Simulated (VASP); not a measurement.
Data:

```
NaI
1.0
    0.00000     3.26202     3.26202
    3.26202     0.00000     3.26202
    3.26202     3.26202     0.00000
Na I
1 1
Direct
  0.00000   0.00000   0.00000
  0.50000   0.50000   0.50000
```

Level of theory: PBE GGA, VASP's PBE PAW potentials (set 64) (plane waves; VASP). Numerical set-up: 480 eV cut-off, 6×6×6 Γ-centred mesh, Gaussian smearing of 0.050 eV, potentials Na_pv I.

Unless said otherwise, spin-orbit coupling is left out, though it shifts the bands of the heavy elements here.

### Question
Estimate the energy per atom (σ→0), band gap (on the k-mesh) with the smallest direct gap where there is one.

### Answer

The band gap (on the k-mesh) is 3.58 eV. The smallest direct gap (on the k-mesh) is 3.58 eV and the energy per atom (σ→0) comes out as -2.694 eV/atom.

The absolute energy has meaning only against runs of the same code, potentials and settings.

The compound is NaI in the rock salt structure. It was relaxed first. The start is the result of an earlier pass.
